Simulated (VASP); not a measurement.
Energy against volume of Ni3Fe (L1_2). These are PBE GGA with D4 dispersion, VASP's PBE PAW potentials (set 64) (plane waves; VASP) values and carry that method's errors.

```json
[
 {"V (Å³/atom)": "10.163", "E (eV/atom)": "-6.65067"},
 {"V (Å³/atom)": "10.488", "E (eV/atom)": "-6.67127"},
 {"V (Å³/atom)": "10.812", "E (eV/atom)": "-6.67672"},
 {"V (Å³/atom)": "11.137", "E (eV/atom)": "-6.66995"},
 {"V (Å³/atom)": "11.461", "E (eV/atom)": "-6.65327"}
]
```

Task: Fit a third-order Birch-Murnaghan equation of state.

Result: 
| Property | Value |
|---|---|
| volume per atom | 10.78 Å³/atom |
| bulk modulus | 204 GPa |
| pressure derivative of the bulk modulus | 6.06 |
| lattice constant a | 0.3507 nm |

The compound is Ni3Fe in the L1_2 structure. It was relaxed first.
